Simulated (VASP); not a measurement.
VASP runs on CsBr (space group Pm-3m) share one base input (PBE GGA, plane waves, VASP's PBE PAW potentials (set 64)) and change the settings named in each case.

File POSCAR:
```
CsBr
4.2561090
  1.0000000000   0.0000000000   0.0000000000
  0.0000000000   1.0000000000   0.0000000000
  0.0000000000   0.0000000000   1.0000000000
Cs Br
1 1
direct
  0.0000000000   0.0000000000   0.0000000000
  0.5000000000   0.5000000000   0.5000000000
```

### KPOINTS
```
K-points
0
Gamma
6 6 6
```

### INCAR
```
SYSTEM = CsBr
PREC = Accurate
ENCUT = 300
EDIFF = 1E-6
NELM = 100
ALGO = Normal
LREAL = .FALSE.
LASPH = .TRUE.
ISMEAR = -1
SIGMA = 0.01
GGA = PE
LMAXMIX = 4
LWAVE = .FALSE.
LCHARG = .FALSE.
ISIF = 2
```

POTCAR, in this order: Cs_sv Br (PBE.64 set). Program: vasp_std.

```json
[
 {"change": "base run", "E(σ→0) (eV/atom)": "-2.9957", "pressure (GPa)": "1.46", "gap on the mesh (eV)": "4.60"},
 {"change": "GGA removed, POTCAR Cs_sv Br (LDA.64 set)", "E(σ→0) (eV/atom)": "-3.3838", "pressure (GPa)": "?", "gap on the mesh (eV)": "?"},
 {"change": "GGA_COMPAT = .FALSE., LNONCOLLINEAR = .TRUE., LSORBIT = .TRUE., MAGMOM = 0.0 0.0 0.0 0.0 0.0 0.0, program vasp_ncl", "E(σ→0) (eV/atom)": "-3.0897", "pressure (GPa)": "?", "gap on the mesh (eV)": "?"},
 {"change": "KPOINTS 2×2×2 Γ-centred mesh", "E(σ→0) (eV/atom)": "-2.9103", "pressure (GPa)": "2.42", "gap on the mesh (eV)": "4.54"}
]
```

Complete the blanks.

- GGA removed, POTCAR Cs_sv Br (LDA.64 set), pressure (GPa): -1.38
- GGA removed, POTCAR Cs_sv Br (LDA.64 set), gap on the mesh (eV): 4.22
- GGA_COMPAT = .FALSE., LNONCOLLINEAR = .TRUE., LSORBIT = .TRUE., MAGMOM = 0.0 0.0 0.0 0.0 0.0 0.0, program vasp_ncl, pressure (GPa): 1.45
- GGA_COMPAT = .FALSE., LNONCOLLINEAR = .TRUE., LSORBIT = .TRUE., MAGMOM = 0.0 0.0 0.0 0.0 0.0 0.0, program vasp_ncl, gap on the mesh (eV): 4.41

Energies of different potentials or functionals have different zeros.  Unless said otherwise, spin-orbit coupling is left out, though it shifts the bands of the heavy elements here. At 300 eV the pressure can carry a Pulay error.

Left out are runs that ran out of time, are held back, or changed the cell or the kind of run, fixed moments of cells without a moment, rows past the twelfth, gaps on odd meshes, pressures of charged cells and columns that move by less than the noise.

The structure is a typed CsBr crystal (Pm-3m). The cell was not relaxed at this level, its lattice was scaled by up to 2.5 %.
